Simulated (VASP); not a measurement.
Output of a VASP run:

OSZICAR:
```
...
DAV:  14    -0.100786063529E+02   -0.42058E-02   -0.94883E-03   684   0.168E+00    0.579E-01
DAV:  15    -0.100734930514E+02    0.51133E-02   -0.99229E-03   628   0.180E+00    0.147E-01
DAV:  16    -0.100743714836E+02   -0.87843E-03   -0.26910E-03   660   0.107E+00    0.144E-01
DAV:  17    -0.100751637085E+02   -0.79222E-03   -0.31701E-04   572   0.346E-01    0.233E-01
DAV:  18    -0.100745478171E+02    0.61589E-03   -0.14234E-03   664   0.769E-01    0.360E-02
DAV:  19    -0.100746979261E+02   -0.15011E-03   -0.26208E-04   644   0.260E-01    0.327E-02
DAV:  20    -0.100747283704E+02   -0.30444E-04   -0.25185E-05   624   0.798E-02    0.874E-03
DAV:  21    -0.100747358628E+02   -0.74924E-05   -0.86751E-07   384   0.138E-02    0.588E-03
DAV:  22    -0.100747394699E+02   -0.36071E-05   -0.75693E-07   364   0.193E-02    0.334E-03
DAV:  23    -0.100747399488E+02   -0.47890E-06   -0.12446E-06   404   0.150E-02
   1 F= -.10074740E+02 E0= -.10074251E+02  d E =-.100747E+02
       N       E                     dE             d eps       ncg     rms          rms(c)
DAV:   1    -0.100903065383E+02   -0.15567E-01   -0.42049E-01   480   0.783E+00    0.812E-01
DAV:   2    -0.100797112952E+02    0.10595E-01   -0.13023E-02   628   0.282E+00    0.321E-01
DAV:   3    -0.100778002917E+02    0.19110E-02   -0.11768E-02   688   0.428E+00    0.260E-01
DAV:   4    -0.100766021360E+02    0.11982E-02   -0.31069E-03   644   0.212E+00    0.671E-02
DAV:   5    -0.100765372116E+02    0.64924E-04   -0.82216E-04   644   0.341E-01    0.402E-02
DAV:   6    -0.100765302593E+02    0.69522E-05   -0.28610E-05   620   0.982E-02    0.234E-02
DAV:   7    -0.100765696650E+02   -0.39406E-04   -0.11044E-04   608   0.160E-01    0.169E-02
DAV:   8    -0.100765931569E+02   -0.23492E-04   -0.14738E-05   596   0.487E-02    0.719E-03
DAV:   9    -0.100766185138E+02   -0.25357E-04   -0.87992E-06   548   0.338E-02    0.582E-03
DAV:  10    -0.100766304462E+02   -0.11932E-04   -0.12905E-05   628   0.440E-02    0.628E-03
DAV:  11    -0.100766314733E+02   -0.10271E-05   -0.19771E-06   428   0.251E-02    0.118E-03
DAV:  12    -0.100766327579E+02   -0.12846E-05   -0.21752E-06   480   0.148E-02    0.270E-03
DAV:  13    -0.100766328281E+02   -0.70167E-07   -0.28947E-07   372   0.865E-03
   2 F= -.10076633E+02 E0= -.10076154E+02  d E =-.189288E-02
       N       E                     dE             d eps       ncg     rms          rms(c)
DAV:   1    -0.100785872955E+02   -0.19545E-02   -0.56086E-02   500   0.286E+00    0.293E-01
DAV:   2    -0.100771906593E+02    0.13966E-02   -0.17107E-03   632   0.104E+00    0.119E-01
DAV:   3    -0.100769179159E+02    0.27274E-03   -0.15984E-03   668   0.157E+00    0.963E-02
DAV:   4    -0.100767521504E+02    0.16577E-03   -0.42436E-04   640   0.787E-01    0.243E-02
DAV:   5    -0.100767442054E+02    0.79450E-05   -0.11036E-04   656   0.128E-01    0.147E-02
DAV:   6    -0.100767409599E+02    0.32455E-05   -0.45329E-06   584   0.410E-02    0.800E-03
DAV:   7    -0.100767513450E+02   -0.10385E-04   -0.14367E-05   612   0.546E-02    0.592E-03
DAV:   8    -0.100767576979E+02   -0.63529E-05   -0.18656E-06   388   0.176E-02    0.244E-03
DAV:   9    -0.100767657244E+02   -0.80266E-05   -0.15409E-06   424   0.146E-02    0.190E-03
DAV:  10    -0.100767705969E+02   -0.48725E-05   -0.18372E-06   428   0.139E-02    0.167E-03
DAV:  11    -0.100767716490E+02   -0.10521E-05   -0.21317E-07   368   0.708E-03    0.112E-03
DAV:  12    -0.100767722914E+02   -0.64234E-06   -0.34492E-07   360   0.700E-03
   3 F= -.10076772E+02 E0= -.10076299E+02  d E =-.203234E-02
```

### OUTCAR
```
------------------------ aborting loop because EDIFF is reached ----------------------------------------
  FORCE on cell =-STRESS in cart. coord.  units (eV):
  Direction    XX          YY          ZZ          XY          YZ          ZX
  --------------------------------------------------------------------------------------
  Total       -0.0307558     -0.0307558     -0.0287690     -0.0000000      0.0000000      0.0000000
  in kB       -0.4812208     -0.4812203     -0.4501337     -0.0000002      0.0000000      0.0000000
  external PRESSURE =      -0.4708583 kB  Pullay stress =       0.0000000 kB
  volume of cell :      102.40
      direct lattice vectors                 reciprocal lattice vectors
     3.153531325  0.000000261 -0.000000000     0.317104810  0.183080549 -0.000000000
    -1.576764856  2.731036818  0.000000000    -0.000000030  0.366161286 -0.000000000
     0.000000000  0.000000000 11.889642393     0.000000000 -0.000000000  0.084106819
 POSITION                                       TOTAL-FORCE (eV/Angst)
 -----------------------------------------------------------------------------------
      1.57677      0.91034      5.94482        -0.000000     -0.000000      0.000000
     -0.00000      1.82069      5.94482         0.000000      0.000000      0.000000
 -----------------------------------------------------------------------------------
    total drift:                                0.001395     -0.000824      0.000000
  FREE ENERGIE OF THE ION-ELECTRON SYSTEM (eV)
  ---------------------------------------------------
  free  energy   TOTEN  =       -10.0767722914 eV

  energy  without entropy=      -10.0753527647  energy(sigma->0) =      -10.07629912

 reached required accuracy - stopping structural energy minimisation
```
(Selected blocks of OUTCAR.)

### POSCAR
```
CuO
1
    3.1385666162     0.0000002449     0.0000000000
   -1.5692825187     2.7180770470    -0.0000000000
    0.0000000000     0.0000000000    12.0032923518
Cu O
1 1
Direct
  0.6666670000   0.3333330000   0.5000000000
  0.3333330000   0.6666670000   0.5000000000
```

**Question.** Reconstruct the remaining input files.

**Answer.** This is not unique; one that fits is the input of the run itself, PBEsol GGA, plane waves, VASP's PBE PAW potentials (set 64).

### INCAR
```
# general
SYSTEM =CuO
PREC   =Accurate
ENCUT  =520
LREAL  =.FALSE.
LASPH  =.TRUE.

# electronic loop
EDIFF  =1E-6
NELM   =100
ALGO   =Normal
LMAXMIX=4

# smearing
ISMEAR =1
SIGMA  =0.1

# functional
GGA    =PS

# ions
IBRION =2
NSW    =60
ISIF   =4
EDIFFG =-0.01

# output
LWAVE  =.FALSE.
LCHARG =.FALSE.
```

KPOINTS:
```
Regular mesh
0
gamma
 12 12 1
0 0 0
```

POTCAR, in this order: Cu O (PBE.64 set). Program: vasp_std.

The cell holds a wide vacuum, so values per volume refer to the whole cell.

The cell is a sheet with vacuum, built from a generated structure.
